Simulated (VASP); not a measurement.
VASP runs on BaSnS$_{3}$ (space group Pm-3m) share one base input (PBE GGA, plane waves, VASP's PBE PAW potentials (set 64)) and change the settings named in each case.

### KPOINTS
```
kpoints
0
G
 5 5 5
0 0 0
```

**INCAR**
```
# general
SYSTEM =BaSnS3
PREC   =Accurate
ENCUT  =300
LREAL  =.False.   # projection in real space or not
LASPH  =.True.

# electronic loop
EDIFF  =1E-6
NELM   =100   # most electronic steps
ALGO   =Normal   # blocked Davidson
LMAXMIX=4

# smearing
ISMEAR =-1
SIGMA  =0.1   # width (eV)

# functional
GGA    =PE

# ions
ISIF   =2   # forces and stress, cell fixed

# output
LWAVE  =.False.
LCHARG =.False.
```

### POSCAR
```
BaSnS3
9.8161460
  0.5000000000   0.0000000000   0.0000000000
  0.0000000000   0.5000000000   0.0000000000
  0.0000000000   0.0000000000   0.5000000000
Ba Sn S
1 1 3
Cartesian
  0.0000000000   0.0000000000   0.0000000000
  0.2500000000   0.2500000000   0.2500000000
  0.0000000000   0.2500000000   0.2500000000
  0.2500000000   0.2500000000   0.0000000000
  0.2500000000   0.0000000000   0.2500000000
```

POTCAR, in this order: Ba_sv Sn_d S (PBE.64 set). Program: vasp_std.

```json
[
 {"change": "base run", "E(σ→0) (eV/atom)": "-4.4930", "pressure (GPa)": "7.98", "−TS (eV)": "-0.0794"},
 {"change": "GGA = PS", "E(σ→0) (eV/atom)": "-4.8682", "pressure (GPa)": "…", "−TS (eV)": "…"},
 {"change": "GGA_COMPAT = .FALSE., LNONCOLLINEAR = .TRUE., LSORBIT = .TRUE., MAGMOM = 0.0 0.0 0.0 0.0 0.0 0.0 0.0 0.0 0.0 0.0 0.0 0.0 0.0 0.0 0.0, program vasp_ncl", "E(σ→0) (eV/atom)": "-4.5407", "pressure (GPa)": "7.97", "−TS (eV)": "-0.0793"},
 {"change": "KPOINTS 6×6×6 Γ-centred mesh", "E(σ→0) (eV/atom)": "-4.4995", "pressure (GPa)": "…", "−TS (eV)": "…"}
]
```

Problem. Complete the blanks.

Solution. 
- KPOINTS 6×6×6 Γ-centred mesh, pressure (GPa): 7.62
- KPOINTS 6×6×6 Γ-centred mesh, −TS (eV): -0.0458
- GGA = PS, pressure (GPa): 4.93
- GGA = PS, −TS (eV): -0.0779

Energies of different potentials or functionals have different zeros.  Unless said otherwise, spin-orbit coupling is left out, though it shifts the bands of the heavy elements here. At 300 eV the pressure can carry a Pulay error.

Left out are runs that ran out of time, are held back, or changed the cell or the kind of run, fixed moments of cells without a moment, rows past the twelfth, gaps on odd meshes, pressures of charged cells and columns that move by less than the noise.

The structure was generated: BaSnS3 was put into an ordered model structure (Pm-3m), which need not be its known phase. The cell was not relaxed at this level.
